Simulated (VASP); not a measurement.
A convergence study with VASP on Pb (fcc): a few settings are varied, all else stays as given below, so the limit is that of these other settings. The cell's lengths are 1 % over those of the tabulated start, so it is off equilibrium.

```xyz
1
Lattice="0.0000 2.4998 2.4998 2.4998 0.0000 2.4998 2.4998 2.4998 0.0000" Properties=species:S:1:pos:R:3 pbc="T T T"
Pb     0.0000     0.0000     0.0000
```

Calculation: PBE GGA, VASP's PBE PAW potentials (set 64) (plane waves; VASP). The last row used: 900 eV cut-off, 10×10×10 Γ-centred mesh, first-order Methfessel-Paxton smearing of 0.10 eV, potentials Pb.

Energies of different potentials or hybrids have different zeros.

```tsv
setting	E (eV/atom)	pressure (GPa)	plane waves
ENCUT = 300, POTCAR Pb_d	-3.5573	0.12	377
ENCUT = 400, POTCAR Pb_d	-3.5578	0.71	588
ENCUT = 520, POTCAR Pb_d	-3.5577	0.72	869
ENCUT = 700, POTCAR Pb_d	-3.5578	0.79	1363
ENCUT = 900, POTCAR Pb_d	-3.5577	0.79	1936
ENCUT = 300, POTCAR Pb	-3.5674	0.50	377
ENCUT = 400, POTCAR Pb	-3.5674	0.50	588
ENCUT = 520, POTCAR Pb	-3.5675	0.50	869
ENCUT = 700, POTCAR Pb	-3.5675	0.50	1363
ENCUT = 900, POTCAR Pb	-3.5675	0.50	1936
```

Left out are rungs that failed or repeat a setting and relaxations that didn't move; long series are thinned to 24 rows.

The compound is Pb in the fcc structure. The cell was not relaxed at this level.
